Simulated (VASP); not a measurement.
Input:

```
CELL_PARAMETERS angstrom
      0.00000     2.79000     2.79000
      2.79000     0.00000     2.79000
      2.79000     2.79000     0.00000
ATOMIC_POSITIONS crystal
  Ca 0.00000 0.00000 0.00000
```

All values below come from PBEsol GGA, VASP's PBE PAW potentials (set 64) (plane waves; VASP). Run with 480 eV cut-off, 10×10×10 Γ-centred mesh, first-order Methfessel-Paxton smearing of 0.10 eV, potentials Ca_sv.

Energy and stress use the plane-wave basis of the starting cell.

**Question.** The ions, cell shape and volume are relaxed. What does this cell relax into?

**Answer.** 
```
CELL_PARAMETERS angstrom
      0.00000     2.72816     2.72816
      2.72816     0.00000     2.72816
      2.72816     2.72816     0.00000
ATOMIC_POSITIONS crystal
  Ca 0.00000 0.00000 0.00000
```
Space group Fm-3m (225), at a tolerance of 0.03 Å.

**Question.** How do energy and volume change from the first to the last step?

**Answer.** The energy (σ→0) changes by -9.8 meV/atom and the volume by -6.5 %, in 3 ionic steps.

The compound is Ca in the fcc structure. This run relaxes it. Symmetry was kept, so distortions that lower it aren't found.
